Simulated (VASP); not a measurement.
Output of a VASP run:

OUTCAR:
```
 ion  position               nearest neighbor table
   1  0.000  0.000  0.000-   2 2.54   2 2.54   2 2.54   2 2.54
   2  0.250  0.250  0.250-   1 2.54   1 2.54   1 2.54   1 2.54
  LATTYP: Found a face centered cubic cell.
 ALAT       =     5.8611518824
 Subroutine PRICEL returns:
 Original cell was already a primitive cell.
 Subroutine GETGRP returns: Found 24 space group operations
The static configuration has the point symmetry T_d .
The dynamic configuration has the point symmetry T_d .
 Subroutine INISYM returns: Found 24 space group operations
 Subroutine IBZKPT returns following result:
 Found    104 irreducible k-points:

 Following reciprocal coordinates:
            Coordinates               Weight
  0.000000  0.000000  0.000000      1.000000
  0.071429  0.000000  0.000000      8.000000
  0.142857  0.000000  0.000000      8.000000
  0.214286  0.000000  0.000000      8.000000
  0.285714  0.000000  0.000000      8.000000
  0.357143  0.000000  0.000000      8.000000
  0.428571  0.000000  0.000000      8.000000
  0.500000  0.000000  0.000000      4.000000
  0.071429  0.071429  0.000000      6.000000
  0.142857  0.071429  0.000000     24.000000
  0.214286  0.071429  0.000000     24.000000
  0.285714  0.071429  0.000000     24.000000
  0.357143  0.071429  0.000000     24.000000
  0.428571  0.071429  0.000000     24.000000
  0.500000  0.071429  0.000000     24.000000
 -0.428571  0.071429  0.000000     24.000000
 -0.357143  0.071429  0.000000     24.000000
 -0.285714  0.071429  0.000000     24.000000
 -0.214286  0.071429  0.000000     24.000000
 -0.142857  0.071429  0.000000     24.000000
 -0.071429  0.071429  0.000000     12.000000
  0.142857  0.142857  0.000000      6.000000
  0.214286  0.142857  0.000000     24.000000
  0.285714  0.142857  0.000000     24.000000
  0.357143  0.142857  0.000000     24.000000
  0.428571  0.142857  0.000000     24.000000
  0.500000  0.142857  0.000000     24.000000
 -0.428571  0.142857  0.000000     24.000000
 -0.357143  0.142857  0.000000     24.000000
 -0.285714  0.142857  0.000000     24.000000
 -0.214286  0.142857  0.000000     24.000000
 -0.142857  0.142857  0.000000     12.000000
  0.214286  0.214286  0.000000      6.000000
  0.285714  0.214286  0.000000     24.000000
  0.357143  0.214286  0.000000     24.000000
  0.428571  0.214286  0.000000     24.000000
  0.500000  0.214286  0.000000     24.000000
 -0.428571  0.214286  0.000000     24.000000
 -0.357143  0.214286  0.000000     24.000000
 -0.285714  0.214286  0.000000     24.000000
   k-points           NKPTS =    104   k-points in BZ     NKDIM =    104   number of bands    NBANDS=     39
   number of dos      NEDOS =   1001   number of ions     NIONS =      2
   total plane-waves  NPLWV =  21952
   dimension x,y,z NGX =    28 NGY =   28 NGZ =   28
   dimension x,y,z NGXF=    56 NGYF=   56 NGZF=   56
   ions per type =               1   1
   PREC   = accura    normal or accurate (medium, high low for compatibility)
   ISTART =      0    job   : 0-new  1-cont  2-samecut
   ICHARG =      2    charge: 1-file 2-atom 10-const
   ISPIN  =      1    spin polarized calculation?
   LNONCOLLINEAR =      F non collinear calculations
   LSORBIT =      F    spin-orbit coupling
   INIWAV =      1    electr: 0-lowe 1-rand  2-diag
   ENCUT  =  400.0 eV  29.40 Ry    5.42 a.u.   6.76  6.76  6.76*2*pi/ulx,y,z
   NELM   =    100;   NELMIN=  2; NELMDL= -5     # of ELM steps
   EDIFF  = 0.1E-06   stopping-criterion for ELM
   LREAL  =      F    real-space projection
   NLSPLINE    = F    spline interpolate recip. space projectors
   LMAXMIX     =    4 max onsite mixed and CHGCAR
   VOSKOWN=      0    Vosko Wilk Nusair interpolation
   EDIFFG = 0.1E-05   stopping-criterion for IOM
   NSW    =      0    number of steps for IOM
   NBLOCK =      1;   KBLOCK =      1    inner block; outer block
   IBRION =     -1    ionic relax: 0-MD 1-quasi-New 2-CG
...
```

OSZICAR:
```
       N       E                     dE             d eps       ncg     rms          rms(c)
DAV:   1     0.106789075137E+03    0.10679E+03   -0.52939E+03 10297   0.418E+02
DAV:   2     0.528369582694E+01   -0.10151E+03   -0.84656E+02  9456   0.139E+02
DAV:   3    -0.702395782671E+01   -0.12308E+02   -0.11887E+02  9770   0.391E+01
DAV:   4    -0.732365526282E+01   -0.29970E+00   -0.29918E+00 10112   0.609E+00
DAV:   5    -0.733119122400E+01   -0.75360E-02   -0.75352E-02 10191   0.106E+00    0.645E+00
DAV:   6    -0.724107657861E+01    0.90115E-01   -0.14377E+00 10386   0.228E+01    0.395E+00
DAV:   7    -0.700765976122E+01    0.23342E+00   -0.34962E-01 10532   0.140E+01    0.214E+00
DAV:   8    -0.700035582000E+01    0.73039E-02   -0.16917E-02 12875   0.868E-01    0.399E-01
DAV:   9    -0.699785837708E+01    0.24974E-02   -0.38912E-03 11218   0.125E+00    0.128E-01
DAV:  10    -0.699788578490E+01   -0.27408E-04   -0.18919E-04 11420   0.575E-02    0.554E-02
DAV:  11    -0.699788202351E+01    0.37614E-05   -0.59470E-06 10777   0.127E-02    0.148E-02
DAV:  12    -0.699788166804E+01    0.35547E-06   -0.54778E-07 12416   0.103E-02    0.472E-03
DAV:  13    -0.699788155618E+01    0.11186E-06   -0.26218E-07 12544   0.813E-03    0.962E-04
DAV:  14    -0.699788155743E+01   -0.12574E-08   -0.13882E-08  6142   0.184E-03
   1 F= -.69978816E+01 E0= -.69978816E+01  d E =-.448628E-30
 imaginary and real dielectric function
```

**OUTCAR**
```
------------------------ aborting loop because EDIFF is reached ----------------------------------------
  FORCE on cell =-STRESS in cart. coord.  units (eV):
  Direction    XX          YY          ZZ          XY          YZ          ZX
  --------------------------------------------------------------------------------------
  Total       -0.0255015     -0.0255015     -0.0255015      0.0000000      0.0000000      0.0000000
  in kB       -0.8116854     -0.8116854     -0.8116854      0.0000000      0.0000000      0.0000000
  external PRESSURE =      -0.8116854 kB  Pullay stress =       0.0000000 kB
  volume of cell :       50.34
      direct lattice vectors                 reciprocal lattice vectors
     0.000000000  2.930575941  2.930575941    -0.170614927  0.170614927  0.170614927
     2.930575941  0.000000000  2.930575941     0.170614927 -0.170614927  0.170614927
     2.930575941  2.930575941  0.000000000     0.170614927  0.170614927 -0.170614927
  FREE ENERGIE OF THE ION-ELECTRON SYSTEM (eV)
  ---------------------------------------------------
  free  energy   TOTEN  =        -6.9978815574 eV

  energy  without entropy=       -6.9978815574  energy(sigma->0) =       -6.99788156

 plasma frequency squared (from intraband transitions) (eV^2)
  --------------------------------------------------------------------------------------
       0.000      -0.000       0.000
       0.000       0.000       0.000
       0.000      -0.000       0.000

 plasma frequency squared (from interband transitions, int dw w eps(2)(w)) (eV^2)
  --------------------------------------------------------------------------------------
     305.283       0.000       0.000      -0.000      -0.000       0.000
       0.000       0.000     305.283       0.000       0.000      -0.000
      -0.000      -0.000       0.000       0.000     305.283       0.000
```
(Selected blocks of OUTCAR.)

POSCAR:
```
CuI
1
   -0.0000000000     2.9305759412     2.9305759412
    2.9305759412    -0.0000000000     2.9305759412
    2.9305759412     2.9305759412    -0.0000000000
Cu I
1 1
Direct
  0.0000000000   0.0000000000   0.0000000000
  0.2500000000   0.2500000000   0.2500000000
```

**Question.** Write an INCAR and KPOINTS that could have produced this output.

**Answer.** This is not unique; one that fits is the input of the run itself, LDA (Ceperley-Alder, Perdew-Zunger), plane waves, VASP's LDA PAW potentials (set 64).

### INCAR
```
# general
SYSTEM =CuI
PREC   =Accurate
ENCUT  =400   # plane-wave cut-off (eV)
LREAL  =F   # projection in real space or not
LASPH  =T
NBANDS =39

# electronic loop
EDIFF  =1E-7   # SCF stop (eV)
NELM   =100   # most electronic steps
ALGO   =Normal
LMAXMIX=4

# smearing
ISMEAR =0   # Gaussian
SIGMA  =0.01   # width (eV)

# output
LWAVE  =F
LCHARG =F
NEDOS  =1001

# other
LOPTICS=T
CSHIFT =0.1
```

KPOINTS:
```
Automatic mesh
0
Gamma
14 14 14
0 0 0
```

POTCAR, in this order: Cu I (LDA.64 set). Program: vasp_std.

The compound is CuI in the zinc blende structure. It was relaxed first, which changed the volume by -9 %.
